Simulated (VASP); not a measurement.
# A VASP study of SnSe2 (r2SCAN + rVV10): structure first, properties next, part 4 of 7

Aim: relax SnSe2 with r2SCAN + rVV10, compute its properties on that cell and hold them against experiment. The start is a cell from a database of measured crystal structures.

VASP 6.6.1, plane waves and PAW; the level of theory is named at each step.

So far, least gap on mesh and path (eV): step 5 (bands along the symmetry lines (r2SCAN + rVV10)) 0.921. The relaxed cell has a = 3.829, c = 6.221 Å (conventional setting).

**7. Vibrations at Γ (r2SCAN + rVV10)**

Level of this step: r2SCAN with rVV10; plane waves and PAW (Sn_d, Se) (VASP).

Zone-centre modes test whether the atoms sit at a minimum within this cell. IBRION = 6 takes the force constants from differences of forces between displaced cells, so the forces must be tight.

The input, INCAR:

```
SYSTEM = SnSe2
PREC = Accurate
ENCUT = 400
EDIFF = 1E-08
NELM = 100
ISMEAR = 0
SIGMA = 0.05
LREAL = .FALSE.
ALGO = Normal
METAGGA = R2SCAN
LUSE_VDW = .TRUE.
IVDW_NL = 2
BPARAM = 11.95
CPARAM = 0.0093
LASPH = .TRUE.
NBANDS = 19
LORBIT = 11
LWAVE = .FALSE.
LCHARG = .FALSE.
KPAR = 2
IBRION = 6
NFREE = 2
POTIM = 0.015
ISIF = 2
NSW = 1
```

The input, POSCAR:

```
SnSe2
1.0
    3.8293282261      0.0000000000      0.0000000000
   -1.9146641130      3.3162955232      0.0000000000
    0.0000000000      0.0000000000      6.2212929374
Sn Se
1 2
Direct
    0.0000000000      0.0000000000      0.0000000000
    0.3333333333      0.6666666667      0.2535250628
    0.6666666667      0.3333333333      0.7464749372
```

The input, KPOINTS:

```
Automatic mesh
0
Gamma
13 13 7
0 0 0
```

PAW data sets: Sn_d and Se (PBE family, release 64).

Command:

```
$ mpirun -np 2 vasp_std
```

What it wrote:

```text
[... set-up lines as in an earlier step ...]
 entering main loop
       N       E                     dE             d eps       ncg     rms          rms(c)
Total rVV10 correction in eV:      0.6176621    29.3807389
Total rVV10 correction in eV:      0.6176621    29.3807389
DAV:   1     0.139853532996E+03    0.13985E+03   -0.10912E+04  4887   0.132E+03
DAV:   2    -0.383238243534E+02   -0.17818E+03   -0.17260E+03  5186   0.344E+02
DAV:   3    -0.578048585876E+02   -0.19481E+02   -0.19050E+02  5963   0.109E+02
DAV:   4    -0.584122706850E+02   -0.60741E+00   -0.60640E+00  5739   0.206E+01
DAV:   5    -0.584283134283E+02   -0.16043E-01   -0.16041E-01  6701   0.331E+00    0.579E+00
Total rVV10 correction in eV:      0.6277510    29.3807384
Total rVV10 correction in eV:      0.6277510    29.3807384
DAV:   6    -0.539618250259E+02    0.44665E+01   -0.15507E+00  5701   0.183E+01    0.399E+00
Total rVV10 correction in eV:      0.6401600    29.3807384
Total rVV10 correction in eV:      0.6401600    29.3807384
DAV:   7    -0.539684590667E+02   -0.66340E-02   -0.20134E-01  5411   0.258E+00    0.134E+00
Total rVV10 correction in eV:      0.6445965    29.3807384
Total rVV10 correction in eV:      0.6445965    29.3807384
DAV:   8    -0.539738035541E+02   -0.53445E-02   -0.11486E-02  5226   0.106E+00    0.297E-01
Total rVV10 correction in eV:      0.6462446    29.3807384
Total rVV10 correction in eV:      0.6462446    29.3807384
DAV:   9    -0.539747004742E+02   -0.89692E-03   -0.19954E-03  5492   0.320E-01    0.854E-02
Total rVV10 correction in eV:      0.6465316    29.3807384
Total rVV10 correction in eV:      0.6465316    29.3807384
DAV:  10    -0.539747529715E+02   -0.52497E-04   -0.21151E-04  5659   0.146E-01    0.415E-02
Total rVV10 correction in eV:      0.6467598    29.3807384
Total rVV10 correction in eV:      0.6467598    29.3807384
DAV:  11    -0.539747815689E+02   -0.28597E-04   -0.52889E-05  5172   0.573E-02    0.113E-02
Total rVV10 correction in eV:      0.6468806    29.3807384
Total rVV10 correction in eV:      0.6468806    29.3807384
DAV:  12    -0.539747838897E+02   -0.23207E-05   -0.66805E-06  5571   0.198E-02    0.377E-03
Total rVV10 correction in eV:      0.6469028    29.3807384
Total rVV10 correction in eV:      0.6469028    29.3807384
DAV:  13    -0.539747840871E+02   -0.19743E-06   -0.69376E-07  5369   0.545E-03    0.160E-03
Total rVV10 correction in eV:      0.6469092    29.3807384
Total rVV10 correction in eV:      0.6469092    29.3807384
DAV:  14    -0.539747839406E+02    0.14645E-06   -0.50299E-08  5323   0.177E-03    0.235E-04
Total rVV10 correction in eV:      0.6469093    29.3807384
Total rVV10 correction in eV:      0.6469093    29.3807384
DAV:  15    -0.539747839461E+02   -0.54692E-08   -0.24130E-09  3093   0.387E-04
Total rVV10 correction in eV:      0.6469091    29.3807384
Total rVV10 correction in eV:      0.6469091    29.3807384
Total rVV10 correction in eV:      0.6469093    29.3807384
Total rVV10 correction in eV:      0.6469093    29.3807384
   1 F= -.53974784E+02 E0= -.53974784E+02  d E =-.150635E-12
 Found     4 degrees of freedom:
 Finite differences POTIM= 0.01500 DOF=   4
 bond charge predicted
       N       E                     dE             d eps       ncg     rms          rms(c)
Total rVV10 correction in eV:      0.6469170    29.3807384
Total rVV10 correction in eV:      0.6469170    29.3807384
DAV:   1    -0.539691275743E+02    0.56564E-02   -0.10939E+00 14858   0.581E+00    0.209E-01
Total rVV10 correction in eV:      0.6468954    29.3807383
Total rVV10 correction in eV:      0.6468954    29.3807383
DAV:   2    -0.539740821767E+02   -0.49546E-02   -0.32705E-02 15132   0.133E+00    0.668E-02
Total rVV10 correction in eV:      0.6469006    29.3807383
Total rVV10 correction in eV:      0.6469006    29.3807383
DAV:   3    -0.539741369068E+02   -0.54730E-04   -0.41311E-04 15762   0.159E-01    0.580E-02
Total rVV10 correction in eV:      0.6469079    29.3807383
Total rVV10 correction in eV:      0.6469079    29.3807383
DAV:   4    -0.539741573522E+02   -0.20445E-04   -0.43224E-05 16364   0.545E-02    0.254E-02
Total rVV10 correction in eV:      0.6469138    29.3807383
Total rVV10 correction in eV:      0.6469138    29.3807383
DAV:   5    -0.539741630264E+02   -0.56742E-05   -0.61904E-06 13414   0.189E-02    0.250E-03
Total rVV10 correction in eV:      0.6469136    29.3807383
Total rVV10 correction in eV:      0.6469136    29.3807383
DAV:   6    -0.539741632950E+02   -0.26856E-06   -0.34517E-07 16645   0.459E-03    0.113E-03
Total rVV10 correction in eV:      0.6469133    29.3807383
Total rVV10 correction in eV:      0.6469133    29.3807383
DAV:   7    -0.539741632744E+02    0.20570E-07   -0.55312E-08 13767   0.215E-03    0.196E-04
Total rVV10 correction in eV:      0.6469132    29.3807383
Total rVV10 correction in eV:      0.6469132    29.3807383
DAV:   8    -0.539741632739E+02    0.49340E-09   -0.25548E-09  6811   0.455E-04
Total rVV10 correction in eV:      0.6469131    29.3807383
Total rVV10 correction in eV:      0.6469131    29.3807383
Total rVV10 correction in eV:      0.6469132    29.3807383
Total rVV10 correction in eV:      0.6469132    29.3807383
   2 F= -.53974163E+02 E0= -.53974163E+02  d E =-.152958E-12
[...]
3 F= -.53974163E+02 E0= -.53974163E+02  d E =-.152832E-12
[...]
4 F= -.53973044E+02 E0= -.53973044E+02  d E =-.210808E-12
[...]
5 F= -.53973044E+02 E0= -.53973044E+02  d E =-.210537E-12
[...]
6 F= -.53974385E+02 E0= -.53974385E+02  d E =-.692290E-13
[...]
7 F= -.53974386E+02 E0= -.53974386E+02  d E =-.693867E-13
[...]
8 F= -.53973780E+02 E0= -.53973780E+02  d E =-.284504E-12
 Finite differences progress:
  Degree of freedom:   4/  4
  Displacement:        1/  2
  Total:               7/  8
 bond charge predicted
       N       E                     dE             d eps       ncg     rms          rms(c)
Total rVV10 correction in eV:      0.6474919    29.3807383
Total rVV10 correction in eV:      0.6474919    29.3807383
DAV:   1    -0.539696134583E+02    0.41667E-02   -0.78754E-01  4800   0.380E+00    0.282E-01
Total rVV10 correction in eV:      0.6476044    29.3807385
Total rVV10 correction in eV:      0.6476044    29.3807385
DAV:   2    -0.539737540140E+02   -0.41406E-02   -0.27040E-02  5415   0.932E-01    0.702E-02
Total rVV10 correction in eV:      0.6476146    29.3807385
Total rVV10 correction in eV:      0.6476146    29.3807385
DAV:   3    -0.539737458938E+02    0.81202E-05   -0.83104E-04  6022   0.181E-01    0.423E-02
Total rVV10 correction in eV:      0.6476119    29.3807385
Total rVV10 correction in eV:      0.6476119    29.3807385
DAV:   4    -0.539737324391E+02    0.13455E-04   -0.58648E-05  5524   0.492E-02    0.223E-02
Total rVV10 correction in eV:      0.6476188    29.3807385
Total rVV10 correction in eV:      0.6476188    29.3807385
DAV:   5    -0.539737307866E+02    0.16525E-05   -0.25065E-05  5516   0.312E-02    0.650E-03
Total rVV10 correction in eV:      0.6476150    29.3807385
Total rVV10 correction in eV:      0.6476150    29.3807385
DAV:   6    -0.539737311045E+02   -0.31796E-06   -0.35940E-06  6129   0.133E-02    0.551E-03
Total rVV10 correction in eV:      0.6476111    29.3807385
Total rVV10 correction in eV:      0.6476111    29.3807385
DAV:   7    -0.539737309985E+02    0.10602E-06   -0.65934E-07  5231   0.459E-03    0.181E-03
Total rVV10 correction in eV:      0.6476081    29.3807385
Total rVV10 correction in eV:      0.6476081    29.3807385
DAV:   8    -0.539737310027E+02   -0.41960E-08   -0.99018E-08  5513   0.192E-03
Total rVV10 correction in eV:      0.6476050    29.3807385
Total rVV10 correction in eV:      0.6476050    29.3807385
Total rVV10 correction in eV:      0.6476061    29.3807385
Total rVV10 correction in eV:      0.6476061    29.3807385
   9 F= -.53973731E+02 E0= -.53973731E+02  d E =-.120528E-12
 Finite differences progress:
  Degree of freedom:   4/  4
  Displacement:        2/  2
  Total:               8/  8
```

Elapsed: 28 min, on 2 MPI ranks of Intel Xeon 6975P-C (Granite Rapids), shared host; peak memory 1.9 GiB.

From OUTCAR (step 7):

```text
   k-points           NKPTS =    126   k-points in BZ     NKDIM =    126   number of bands    NBANDS=     19

   NELECT =      26.0000    total number of electrons

 E-fermi :   3.8551

 k-point     1 :       0.0000    0.0000    0.0000
  band No.  band energies     occupation
    ...
      9       3.0069      2.00000
     10       3.0069      2.00000
     11       3.2988      2.00000
     12       3.2988      2.00000
     13       3.5338      2.00000
     14       5.0153      0.00000
     15       7.1334      0.00000
     16       8.6555      0.00000
     17       8.6556      0.00000
     18      12.2811      0.00000
    ...

  Total        0.0895588      0.0895588      0.2368960      0.0000000      0.0000000      0.0000000
  in kB        1.8161947      1.8161947      4.8040970      0.0000000      0.0000000      0.0000000
  external PRESSURE =       2.8121621 kB  Pullay stress =       0.0000000 kB

 POSITION                                       TOTAL-FORCE (eV/Angst)
 -----------------------------------------------------------------------------------
      0.00000      0.00000      0.00000         0.000000     -0.000000     -0.118311
     -0.00000      2.21086      1.56225        -0.000000      0.000000      0.140109
      1.91466      1.10543      4.64404         0.000000      0.000000     -0.021798
 -----------------------------------------------------------------------------------
    total drift:                                0.000000     -0.000000     -0.000260

  FREE ENERGIE OF THE ION-ELECTRON SYSTEM (eV)
  ---------------------------------------------------
  free  energy   TOTEN  =       -53.9737310027 eV

  energy  without entropy=      -53.9737310027  energy(sigma->0) =      -53.97373100

 Eigenvectors and eigenvalues of the dynamical matrix
 ----------------------------------------------------

   1 f  =    7.495539 THz    47.095862 2PiTHz  250.024278 cm-1    30.999046 meV
             X         Y         Z           dx          dy          dz
      0.000000  0.000000  0.000000    -0.000000    0.000000   -0.754696
     -0.000000  2.210864  1.577254    -0.000000   -0.000000    0.463915
      1.914664  1.105432  4.644039     0.000000   -0.000000    0.463915

   2 f  =    5.693401 THz    35.772696 2PiTHz  189.911426 cm-1    23.546005 meV
             X         Y         Z           dx          dy          dz
      0.000000  0.000000  0.000000    -0.000000    0.000000    0.000000
     -0.000000  2.210864  1.577254    -0.000000   -0.000000    0.707107
      1.914664  1.105432  4.644039     0.000000   -0.000000   -0.707107

   3 f  =    4.435238 THz    27.867424 2PiTHz  147.943623 cm-1    18.342663 meV
             X         Y         Z           dx          dy          dz
      0.000000  0.000000  0.000000    -0.662885   -0.366462   -0.000000
     -0.000000  2.210864  1.577254     0.404044    0.223368    0.000000
      1.914664  1.105432  4.644039     0.404044    0.223368   -0.000000

   4 f  =    4.435238 THz    27.867424 2PiTHz  147.943623 cm-1    18.342663 meV
             X         Y         Z           dx          dy          dz
      0.000000  0.000000  0.000000    -0.366462    0.662885    0.000000
     -0.000000  2.210864  1.577254     0.223368   -0.404044    0.000000
      1.914664  1.105432  4.644039     0.223368   -0.404044    0.000000

   5 f  =    3.681138 THz    23.129269 2PiTHz  122.789530 cm-1    15.223955 meV
             X         Y         Z           dx          dy          dz
      0.000000  0.000000  0.000000     0.000000    0.000000    0.000000
     -0.000000  2.210864  1.577254     0.618835    0.342115   -0.000000
      1.914664  1.105432  4.644039    -0.618835   -0.342115    0.000000

   6 f  =    3.681138 THz    23.129269 2PiTHz  122.789530 cm-1    15.223955 meV
             X         Y         Z           dx          dy          dz
      0.000000  0.000000  0.000000     0.000000   -0.000000    0.000000
     -0.000000  2.210864  1.577254    -0.342115    0.618835    0.000000
      1.914664  1.105432  4.644039     0.342115   -0.618835    0.000000

   7 f/i=    0.009877 THz     0.062062 2PiTHz    0.329476 cm-1     0.040850 meV
             X         Y         Z           dx          dy          dz
      0.000000  0.000000  0.000000     0.000000   -0.000000    0.656075
     -0.000000  2.210864  1.577254     0.000000   -0.000000    0.533651
      1.914664  1.105432  4.644039     0.000000   -0.000000    0.533651

   8 f/i=    0.012730 THz     0.079982 2PiTHz    0.424612 cm-1     0.052645 meV
             X         Y         Z           dx          dy          dz
      0.000000  0.000000  0.000000    -0.468194    0.455064    0.000000
     -0.000000  2.210864  1.577254    -0.384066    0.373295    0.000000
      1.914664  1.105432  4.644039    -0.384066    0.373295    0.000000

   9 f/i=    0.012730 THz     0.079982 2PiTHz    0.424612 cm-1     0.052645 meV
             X         Y         Z           dx          dy          dz
      0.000000  0.000000  0.000000    -0.455064   -0.468194   -0.000000
     -0.000000  2.210864  1.577254    -0.373295   -0.384066   -0.000000
      1.914664  1.105432  4.644039    -0.373295   -0.384066   -0.000000

 ELASTIC MODULI CONTR FROM IONIC RELAXATION (kBar)
 Direction    XX          YY          ZZ          XY          YZ          ZX
 --------------------------------------------------------------------------------
 XX        -129.0892   -122.7362   -325.6027     -0.0000     29.4946      0.0000
 YY        -122.7362   -129.0892   -325.6027     -0.0000    -29.4946     -0.0000
 ZZ        -325.6027   -325.6027   -841.9888     -0.0000     -0.0000      0.0000
 XY          -0.0000     -0.0000     -0.0000     -3.1765     -0.0000     29.4946
 YZ          29.4946    -29.4946     -0.0000     -0.0000   -273.8655     -0.0000
 ZX           0.0000     -0.0000      0.0000     29.4946     -0.0000   -273.8655
 --------------------------------------------------------------------------------

[... 6 parts as in an earlier step ...]

[... 10 further parts left out ...]
```

The last energy, forces, stress and levels in OUTCAR belong to the last displaced cell, not to the cell of POSCAR.

This step gave:

| Property | Result |
| --- | --- |
| bands | 19 |
| irreducible k-points | 126 |
| pressure of the cell | 0.01250 GPa |
| largest force of the cell | 0.001685 eV/Å |

Transverse limit, no LO-TO splitting. The modes at Γ (shares of kinetic energy by element, %):

| mode | frequency (cm⁻¹) | symmetry | Sn % | Se % |
| --- | --- | --- | --- | --- |
| 1 | -0.4 | acoustic | 43 | 57 |
| 2 | -0.4 | acoustic | 43 | 57 |
| 3 | -0.3 | acoustic | 43 | 57 |
| 4 | 122.8 | Eg | 0 | 100 |
| 5 | 122.8 | Eg | 0 | 100 |
| 6 | 147.9 | Eu | 57 | 43 |
| 7 | 147.9 | Eu | 57 | 43 |
| 8 | 189.9 | A1g | 0 | 100 |
| 9 | 250.0 | A2u | 57 | 43 |

Displacements in mode 5 (122.8 cm⁻¹), the largest set to 1:
```
Sn1  0.00  0.00  0.00
Se2  1.00  0.55  0.00
Se3 -1.00 -0.55  0.00
```

Displacements in mode 9 (250.0 cm⁻¹), the largest set to 1:
```
Sn1  0.00  0.00 -1.00
Se2  0.00  0.00  0.75
Se3  0.00  0.00  0.75
```

The three acoustic modes lie within 0.4 cm⁻¹ of zero, and all others are real. By the characters of their eigenvectors the optical modes sort into (cm⁻¹) Raman active: Eg 123, A1g 190; infrared active: Eu 148, A2u 250. With a centre of inversion no mode is active in both.

(Part 4 of 7 ends here.)

[Lines on the potential files, build, host, timing and source positions are cut from VASP's logs without a mark.]

[Logs are printed without paths, hosts, clocks, repeated set-up lines and the standing remarks that a program may print on its own settings, such as how far it seeks lower states.]

[Hosts, paths, dates, database ids (printed as entryN), source tags and the programs' standing remarks are cut or masked in the printed files.]

[Measured values are set beside computed ones only where the two were judged alike; some that the calculation misses by far are left out.]
